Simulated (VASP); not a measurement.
**AlNi (Pm-3m): a series in biaxial strain in the (111) plane**

How do stress and energy of AlNi follow biaxial strain in the (111) plane?

Program: VASP 6.6.1. Level of theory: PBEsol, no spin polarisation; plane waves and PAW (Ni, Al); cell typed or built by script, in the first sound run; inputs show where later runs differ. Results are calculated unless marked as measured.

This is a report of a sequence of runs, with most program output left out.

## 1. The structure

Symmetry: Pm-3m, No. 221, cubic system. The conventional cell has a = 2.887 Å, b = 2.887 Å, c = 2.887 Å, α = 90.00°, β = 90.00°, γ = 90.00°. Nearest to Ni lie 8 Al at 2.50 Å. Nearest to Al lie 8 Ni at 2.50 Å. Farther neighbours are not listed.

## 2. Relax the crystal, PBEsol

The series starts from the cell that this level prefers, so that zero strain is near zero stress.

This step took 2 runs in a row; the last is shown.

Level: PBEsol, no spin polarisation; plane waves and PAW (Ni, Al); cell typed or built by script.

File INCAR:

```
SYSTEM = AlNi
PREC = Accurate
ENCUT = 450
EDIFF = 1E-07
NELM = 120
ISMEAR = 1
SIGMA = 0.15
LREAL = .FALSE.
ALGO = Normal
GGA = PS
NBANDS = 12
LASPH = .TRUE.
LORBIT = 11
LWAVE = .FALSE.
LCHARG = .FALSE.
KPAR = 8
IBRION = 2
NSW = 40
ISIF = 3
EDIFFG = -0.005
POTIM = 0.4
```

File POSCAR:

```
AlNi
1.0
    2.8626710627      0.0000000000      0.0000000000
    0.0000000000      2.8626710627      0.0000000000
    0.0000000000      0.0000000000      2.8626710627
Ni Al
1 1
Direct
    0.0000000000      0.0000000000      0.0000000000
    0.5000000000      0.5000000000      0.5000000000
```

File KPOINTS:

```
Automatic mesh
0
Gamma
17 17 17
0 0 0
```

The projector-augmented-wave data sets are Ni and Al (PBE family, release 64).

Launch:

```sh
mpirun -np 8 vasp_std
```

Wall time 4 s (8 MPI ranks of Intel Xeon 6975P-C (Granite Rapids), shared host); peak memory 1.2 GiB; 22 s of CPU time.

Read from the output:

| Quantity | Value |
| --- | --- |
| energy(sigma→0) of the program | -11.5859 eV |
| stress, compression positive | -0.04 along [111], -0.04 across it (mean), GPa |
| volume | 23.459 Å³ |
| ionic steps | 1 |

## 3. Strain along the normal, PBEsol

One member in full: the plane is strained by -2 %, and the strain along the normal is moved by secant steps until the normal stress is under 0.012 GPa or five steps are spent; the atoms relax at each step.

This step took 3 runs, each at a new trial strain with the atoms of the one before; the last is shown.

Level: PBEsol, no spin polarisation; plane waves and PAW (Ni, Al); cell typed or built by script.

INCAR: that of step 2 with these lines changed.

```diff
@@ -15,7 +15,7 @@
 LCHARG = .FALSE.
-KPAR = 8
-IBRION = 2
-NSW = 40
-ISIF = 3
-EDIFFG = -0.005
-POTIM = 0.4
+KPAR = 2
+IBRION = 1
+NSW = 25
+ISIF = 2
+EDIFFG = -0.004
+POTIM = 0.3
```

File POSCAR:

```
AlNi
1.0
    2.8348595850      0.0294419430      0.0294419430
    0.0294419430      2.8348595850      0.0294419430
    0.0294419430      0.0294419430      2.8348595850
Ni Al
1 1
Direct
    0.0000000000      0.0000000000      0.0000000000
    0.5000000000      0.5000000000      0.5000000000
```

KPOINTS is that of step 2.

Launch:

```sh
mpirun -np 2 vasp_std
```

Run time: 21 s. Hardware: 2 MPI ranks; peak memory 0.43 GiB.

Read from the output:

* energy(sigma→0) of the program: -11.5614 eV
* stress, compression positive: 0.00 along [111], 8.41 across it (mean), GPa
* ionic steps: 1

## 4. The whole series

The other members went through these steps as far as the tables show, with the same cutoff and, step by step, the same mesh; 20 runs are not shown. The session took 0.25 core hours (wall time by ranks) on a shared machine.

```csv
in-plane strain (%),strain along the normal (%),"in-plane stress, tension positive (GPa)","energy above the unstrained row, extrapolated to no smearing (meV/atom)"
-2.000,1.085,-8.413,12.294
-1.500,0.780,-6.218,6.882
-1.000,0.500,-4.066,3.052
-0.500,0.236,?,?
0,-0.013,0.026,0.000
0.500,-0.250,1.943,0.673
1.000,-0.485,3.759,2.722
1.500,-0.716,5.481,6.072
2.000,-0.935,7.128,10.665
```

## 5. A fit to the known rows

A least-squares parabola through the 8 rows shown, with e the strain in %: stress = − 0.1679 e² + 3.894 e + 0.02124 (GPa), r.m.s. residual 0.017 GPa.

At e = -0.5 this predicts -1.968 GPa.

## 6. The withheld row

The calculation gives -1.981 GPa, so the prediction is 0.013 GPa too high, within twice the residual of the fit.

Slopes at zero strain, from cubics through all rows: strain ratio -0.488, stress over strain 392 GPa.

## 7. What came out

| Property | Result |
| --- | --- |
| error of the predicted stress | 0.013 GPa |
| ratio of normal to in-plane strain | -0.488 |
| biaxial modulus | 392 GPa |

In words: As a check, the curvature of the energy gives 395 GPa for the same modulus (energy per volume = M × strain²), 1 % from the slope of the stress. These are static values: temperature and zero-point motion are left out. In a metal the slopes also depend on mesh and smearing, which were held through the series.

[Lines on the potential files, build, host, timing and source positions are cut from VASP's logs without a mark.]

[Logs are printed without paths, hosts, clocks, repeated set-up lines and the standing remarks that a program may print on its own settings, such as how far it seeks lower states.]

[Hosts, paths, dates, database ids (printed as entryN), source tags and the programs' standing remarks are cut or masked in the printed files.]

[In band tables of VASP the shares of atoms and orbitals are scaled to a sum of 1 inside the atoms' spheres.]
